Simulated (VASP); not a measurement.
BaMgVO3 in VASP: convergence with PREC

Input of the first run (PREC Low); the others differ in this setting and in those tied to it:

The input INCAR:

```
PREC     = Low            # precision mode
ENCUT    = 520            # plane-wave cutoff, eV
EDIFF    = 1E-6           # SCF threshold, eV
ISMEAR   = 0              # smearing method
SIGMA    = 0.02           # smearing width, eV
LREAL    = F              # projectors in reciprocal space
LASPH    = T              # aspherical terms in the spheres
NELM     = 120            # most SCF steps
ALGO     = Fast           # electronic algorithm
ISIF     = 2              # what is computed and relaxed
LWAVE    = F              # write WAVECAR
LCHARG   = F              # write CHGCAR
ISPIN    = 2              # spin polarisation
MAGMOM   = 0 2 0 0 0 0    # initial moments
LORBIT   = 11             # projections on sites
LMAXMIX  = 4              # l up to which the mixer works
GGA      = PE             # functional
NBANDS   = 34             # bands
```

KPOINTS

```
Automatic mesh
0
Gamma
  5 5 4
```

POSCAR

```
BaMgVO3
1.0
    2.8494084233     -2.8347155880      0.0000000000
    2.8494084233      2.8347155880      0.0000000000
   -2.1474970243      0.0000000000      5.2449154201
Ba V Mg O
1 1 1 3
Direct
    0.8795710000      0.8744160000      0.0464520000
    0.5798850000      0.5858360000      0.4229390000
    0.1871090000      0.1857540000      0.6548120000
    0.3373940000      0.3397800000      0.0302240000
    0.6385640000      0.1204890000      0.5370160000
    0.1179840000      0.6404880000      0.5381340000
```

Potentials or basis: VASP PAW PBE potentials, release 64 (Ba_sv, V_sv, Mg, O).

Launch:

```console
$ cat potpaw_PBE.64/Ba_sv/POTCAR potpaw_PBE.64/V_sv/POTCAR potpaw_PBE.64/Mg/POTCAR potpaw_PBE.64/O/POTCAR > POTCAR
$ mpirun -np 1 vasp_std > vasp.out
```

The cell isn't the ideal one: atoms moved at random, drawn with an rms of 0.02 Å.

The cell comes from a database or a generator and needn't be the stable form of this composition.

Hardware: 1 thread of Intel(R) Xeon(R) Platinum 8259CL CPU @ 2.50GHz (Skylake/Cascade Lake), on a shared host.

The values tried are Low, Medium, Single, Normal, High, Accurate, loosest first. From which on does the largest force stay within 0.005 eV/Å of the tightest run that finished?

From Medium on.

| PREC | energy less the tightest run, at zero smearing (meV/atom) | largest force (eV/Å) | SCF cycles | CPU time (s) | peak memory (GiB) |
| --- | --- | --- | --- | --- | --- |
| Low | -1.28 | 0.468 | 19 | 240 | 0.3 |
| Medium | -0.14 | 0.472 | 19 | 230 | 0.31 |
| Single | -0.40 | 0.477 | 19 | 430 | 0.3 |
| Normal | -0.02 | 0.475 | 19 | 260 | 0.33 |
| High | -0.02 | 0.477 | 19 | 410 | 0.34 |
| Accurate | 0.00 | 0.476 | 19 | 440 | 0.38 |

Against the tightest run, the energy stays within 1 meV/atom from Medium on. The tightest run that finished is the yardstick and may itself not be fully converged.
